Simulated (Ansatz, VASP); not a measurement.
## TaTeS (2H-TaSTe, 3 layers, AA): VASP beside Ansatz

Wanted: the spread between two codes on one cell, functional and k mesh. The structure shown is the start of the Ansatz relaxation below; VASP solves that cell, so the two are compared at the walk's first step.

Main program and level: Ansatz 0.2.0; plane waves, with VASP 6.6.1 beside it; single point at LDA.

## Step 1: Set-up

The cell holds 9 atoms: 3 Te, 3 Ta and 3 S. Its edges and angles: a = 3.657 Å, b = 3.657 Å, c = 64.845 Å, α = 90.0°, β = 90.0°, γ = 120.0°. Vacuum lies along c.

## Step 2: Ansatz: relaxation, LDA

Ansatz runs on its default PAW (the set named soft_2) files.

The two programs are compared at the cell with which this relaxation starts, whose forces are those of its first step.

The input, input.yaml:

```yaml
crystal:
  lattice:
    - [3.65726, 0.0, 0.0]
    - [-1.82863, 3.1672800682, 0.0]
    - [0.0, 0.0, 64.8452421226]
  atoms:
    - { symbol: Te, position: [0.3333333333, 0.6666666667, 0.3693408987] }
    - { symbol: Ta, position: [0.0, 0.0, 0.4006670222], spin: 1.0 }
    - { symbol: S, position: [0.3333333333, 0.6666666667, 0.4240621693] }
    - { symbol: Te, position: [0.3333333333, 0.6666666667, 0.4726393647] }
    - { symbol: Ta, position: [0.0, 0.0, 0.5039654883], spin: 1.0 }
    - { symbol: S, position: [0.3333333333, 0.6666666667, 0.5273606353] }
    - { symbol: Te, position: [0.3333333333, 0.6666666667, 0.5759378307] }
    - { symbol: Ta, position: [0.0, 0.0, 0.6072639543], spin: 1.0 }
    - { symbol: S, position: [0.3333333333, 0.6666666667, 0.6306591013] }
  periodic: [true, true, false]
magnetization:
  spin_polarized: true
kpoints:
  mp_grid: { grid: [9, 9, 1] }
hamiltonian:
  xc: lda
scf:
  occupations: { method: fermi_dirac, width: 0.05 }
  convergence: { dr2_threshold: 1.0e-09 }
relax:
  f_tol: 0.015
  max_steps: 90
  cell: {}
output:
  write_potential: true
  write_density: true
  volumetric_format: npy
```

Run with:

```
$ ansatz run input.yaml --threads 4 --pin off --max-ram 12288MiB --backend cpu --events-out ev --progress --plain --runs-dir out
```

Numbers of over 12 decimals in the logs are rounded to 6 here.

Log:

```text
Warning: relax.cell: scf.convergence.dr2_threshold = 1e-9 eV is looser than the 1.23959075558e-10 eV advised for a relaxation that steers and ends on the stress (1e-10 eV for each atom of the cell: 9, times the square of relax.cell.stress_2d_tol = 0.05 N/m over 26.9 Å (the atoms' height at the walk's start and 5 Å past either face), 1.856e-2 GPa, over a crystal's default 0.05). What an SCF threshold leaves in a stress goes as its square root, and in the free energy as the threshold itself, and one threshold admits the most on a small cell: [figures from the program's tests cut] Set scf.convergence.dr2_threshold to 1.23959075558e-10 eV or tighter. [rest of the remark cut]
Engine: ansatz 0.2.0, aarch64-unknown-linux-gnu
Pseudopotentials: kind: paw
Pseudopotential: Te, paw, valence charge 16, recommended cutoff 420 eV (normal), Te.paw.azcp
Pseudopotential: Ta, paw, valence charge 13, recommended cutoff 420 eV (normal), Ta.paw.azcp
Pseudopotential: S, paw, valence charge 6, recommended cutoff 420 eV (normal), S.paw.azcp
Functional definition: SPW92
  exchange = slater_x
  correlation = pw_c
Crystal: 9 atoms, lattice volume = 751.139 Å³
Basis set: ecut = 420 eV, 14497 PW (Γ)
Bands: 65, of which v1, the nominal top of the filled ones, is band 53 counted from 1 (52 counted from 0)
Symmetry: 6 space group operations
Space group: P3m1 (ITA 156), of the structure as read, at distance tolerance 9.1e-5 Å
Magnetic group: BNS 156.49 (UNI 1279), of the structure as read, at distance tolerance 9.1e-5 Å
k-points: 12 of 81 (time reversal used)
Non-local potential: Te, projectors of the file, l = 0: 2, l = 1: 2, l = 2: 2, l = 3: 2
Non-local potential: Ta, projectors of the file, l = 0: 3, l = 1: 2, l = 2: 2, l = 3: 1
Non-local potential: S, projectors of the file, l = 0: 2, l = 1: 2, l = 2: 2
PAW form: soft (Blöchl's): semilocal exchange-correlation on the pseudo side does not see the compensation charge
PAW frozen core: Te, regenerated for the run's functional, and the local potential with it (the file was generated under x = pbe(κ = 0.804, μ = 0.219515), c = pbe(β = 0.066725))
PAW frozen core: Ta, regenerated for the run's functional, and the local potential with it (the file was generated under x = pbe(κ = 0.804, μ = 0.219515), c = pbe(β = 0.066725))
PAW frozen core: S, regenerated for the run's functional, and the local potential with it (the file was generated under x = pbe(κ = 0.804, μ = 0.219515), c = pbe(β = 0.066725))
PAW one-centre angular grid: Te, 590 points (default); XC on 64 Gauss nodes
PAW one-centre angular grid: Ta, 590 points (default); XC on 64 Gauss nodes
PAW one-centre angular grid: S, 110 points (default); XC on 64 Gauss nodes
Initial density: superposition of atomic densities (neutral atoms: chi_scale 0, normalization atom)
Starting moments: Σ|m| = 3 μB on 3 of 9 sites
Initial wavefunctions: pseudopotential atomic-orbital guess
Functional: x = slater, c = lda
SCF iter   1: F=—  HF=-52143.105710 eV  |F-HF|=—  |Δ(HF+E_count)|=         —  Δρ=1.10e-2 (↑1.10e-2 ↓8.90e-3)  dr2=5.23e0  dr2_m=7.81e-2  M=2.056 μB ∫|m|=2.304 μB  β_m=0.30  ethr=3.10e-3  ⟨swp⟩=12.5  Hψ=8842  notcnv=0
Mixer restart at iter 1: flushing history
preconditioner: auto → LDOS  [metal: Δε(μ)=0.034 eV  Ē_g=7.475 eV  σ=0.050 eV  W_gap=0.17  n_scr=40 (ndim 8)  ℏωp=9.7 eV  f_vac=0.679  D(μ)=4.63/eV (n_scr^D=20)]
spin=Collinear: LDOS preconditioning applied to the charge; magnetization (m = ρ↑ − ρ↓) channel mixes plain (no charge-response kernel on spin).
SCF iter   2: F=—  HF=-52142.178354 eV  |F-HF|=—  |Δ(HF+E_count)|=   9.27e-1  Δρ=7.46e-3 (↑7.46e-3 ↓5.84e-3)  dr2=1.75e0  dr2_m=4.34e-2  M=1.979 μB ∫|m|=2.195 μB  β_m=0.49  ethr=3.10e-3  ⟨swp⟩=2.5  Hψ=2407  notcnv=0  defer=99
SCF iter   3: F=—  HF=-52141.837051 eV  |F-HF|=—  |Δ(HF+E_count)|=   3.41e-1  Δρ=2.50e-3 (↑2.50e-3 ↓2.19e-3)  dr2=1.25e-1  dr2_m=9.73e-3  M=1.753 μB ∫|m|=1.887 μB  β_m=0.59  ethr=1.67e-3  ⟨swp⟩=4.2  Hψ=3190  notcnv=0  defer=100
SCF iter   4: F=—  HF=-52141.898212 eV  |F-HF|=—  |Δ(HF+E_count)|=         —  Δρ=2.42e-3 (↑2.42e-3 ↓1.90e-3)  dr2=3.09e-2  dr2_m=2.95e-2  M=1.137 μB ∫|m|=1.190 μB  β_m=0.59  ethr=1.20e-4  ⟨swp⟩=3.2  Hψ=3232  notcnv=0  defer=112
SCF iter   5: F=—  HF=-52141.896993 eV  |F-HF|=—  |Δ(HF+E_count)|=   1.22e-3  Δρ=1.31e-3 (↑1.31e-3 ↓1.26e-3)  dr2=4.12e-3  dr2_m=1.12e-2  M=0.934 μB ∫|m|=0.965 μB  β_m=0.80  ethr=2.94e-5  ⟨swp⟩=2.8  Hψ=2595  notcnv=0  defer=112
[...]
WARN: The output density's exchange-correlation potential varies sharply where the density is thin. Do not read a vacuum level from v_tot or v_xc, or from such a field of the output density. On a cell that repeats whose density bears no net charge and no dipole along the vacuum's axis use v_es (v_loc + v_h of the components); under efield.dipole_correction with no amplitude use v_es + v_field, which holds any externa [...]
SCF converged after 6 iterations
Magnetization: 0.0000 μB (52.5000 up, 52.5000 down)
Absolute magnetization: 0.0000 μB (∫|ρ↑−ρ↓|, with the PAW one-centre terms)
Spin contamination: 0.0000 ħ² per cell (⟨S²⟩ above its minimum at these occupations)
Per-site moments (μB) at R_I (Å): [(7.530591180782694e-8, 1.143978), (4.1370144940614083e-7, 1.003449), (1.067693840201633e-7, 1.003449), (9.451143218901067e-8, 1.144329), (4.7096935436278196e-7, 1.003832), (1.2412360101908004e-7, 1.003832), (2.169007093560686e-7, 1.144551), (1.192352253638215e-6, 1.003428), (3.2720932434248826e-7, 1.003428)]
Free energy (F): -52144.098311 eV
Harris-Foulkes:  -52144.098311 eV  (|F-HF|=7.06e-10)
Internal energy: -52144.001894 eV  (E = F + TS)
E sigma→0 (E₀):  -52144.050102 eV
Entropy (-TS):   -0.096417 eV (-10.713 meV/atom)
Fermi energy:    -5.342175 eV
--- Per-component energies (eV) ---
  E_band       = -2936.546741
  E_kinetic    = 1976.629348
  E_local      = -926143.264580  (includes V_loc(G=0)·N_el)
  E_nonlocal   = -764.159345
  E_hartree    = 462355.437926
  E_xc         = -1315.129216
  E_vxc        = -1195.610906  (∫ρ·V_xc dr)
  E_paw        = -39684.948727  (= ΣΔE_a)
  E_vpaw       = -1521.018667  (= ΣTr[D̂ρ^β])
  E_aug_tail   = -0.000142  (compensation charges beyond the density's cutoff)
  E_ewald      = 451428.160559
  E_core_change = 3.272285  (= ΣΔE_core)
  E_smearing   = -0.096417  (= −TS)
  E_closure    = 0.000000  (closes the sum)
  Σ components = -52144.098311   (vs F -52144.098311, Δ=0.00e0)
--- Forces (eV/Å), atoms counted from 1 ---
  atom   1  Te     0.00000000    -0.00000000     0.00590003
  atom   2  Ta     0.00000000    -0.00000000    -0.00722863
  atom   3  S      0.00000000    -0.00000000     0.00058434
  atom   4  Te    -0.00000000    -0.00000000     0.00337773
  atom   5  Ta     0.00000000    -0.00000000    -0.00623266
  atom   6  S      0.00000000    -0.00000000     0.00233727
  atom   7  Te    -0.00000000    -0.00000000     0.00395024
  atom   8  Ta     0.00000000    -0.00000000    -0.00166893
  atom   9  S      0.00000000    -0.00000000    -0.00134805
  max |Σ_I F_I| component: 3.29e-4 eV/Å
--- 2D stress c σ (N/m, compression-positive) ---
        0.005420       0.000000       0.000000
        0.000000       0.005420       0.000000
        0.000000       0.000000       0.000000
  P = ½ c Tr σ = 0.0054 N/m
--- Band table (eV; the first three rows and the last of 24) ---
  k-point 0 ↑: bands = [... 49 lower, -5.6866, -5.6866, -4.5736, -4.3430, -4.1349, -2.1878, -2.1878, -2.1571, ... 8 higher]
  k-point 1 ↑: bands = [... 49 lower, -5.8548, -5.8439, -4.6947, -4.5482, -4.4204, -2.5754, -2.5119, -2.4547, ... 8 higher]
  k-point 2 ↑: bands = [... 49 lower, -6.0307, -6.0229, -5.2623, -5.2197, -5.1837, -3.2874, -3.1297, -2.9811, ... 8 higher]
  k-point 11 ↓: bands = [... 49 lower, -6.9631, -6.6131, -5.0930, -5.0626, -5.0281, -3.5404, -3.5204, -3.4975, ... 8 higher]
  the weakly bound empty levels are not read free of the cell's end (no_gap_told)
--- Relaxed structure (6 steps of the walk, 6 accepted, 1 SCFs on fresh bases) ---
  F+E_penalty+E_count = -52144.09831057 eV   max|allowed force component| = 7.192e-3 eV/Å   (the final SCF, on the basis selected at the relaxed cell)
  cell:  # Å, volume = 666.8229 Å³
    - [3.445886, 0, 0]
    - [-1.722943, 2.984225, 0]
    - [0, 0, 64.8452421226]
  atoms:
    - { symbol: Te, position: [0.333333, 0.666667, 0.366790] }
    - { symbol: Ta, position: [-9.276774695315718e-18, -3.700743415524894e-17, 0.396586] }
    - { symbol: S, position: [0.333333, 0.666667, 0.418173] }
    - { symbol: Te, position: [0.333333, 0.666667, 0.474232] }
    - { symbol: Ta, position: [1.837429422800666e-19, -3.700743415524894e-17, 0.504046] }
    - { symbol: S, position: [0.333333, 0.666667, 0.525658] }
    - { symbol: Te, position: [0.333333, 0.666667, 0.581724] }
    - { symbol: Ta, position: [9.743469804178879e-18, -3.700743415524894e-17, 0.611551] }
    - { symbol: S, position: [0.333333, 0.666667, 0.633136] }
```

Reading the cycles: dr2 is the Hartree energy of the density residual (eV), the measure of convergence; HF is the Harris–Foulkes estimate of the energy, which meets the free energy F at convergence.

[end of part 1 of 2]

[Lines on the potential files, build, host, timing and source positions are cut from VASP's logs without a mark.]

[Logs are printed without paths, hosts, clocks, repeated set-up lines and the standing remarks that a program may print on its own settings, such as how far it seeks lower states.]

[Hosts, paths, dates, database ids (printed as entryN), source tags and the programs' standing remarks are cut or masked in the printed files.]
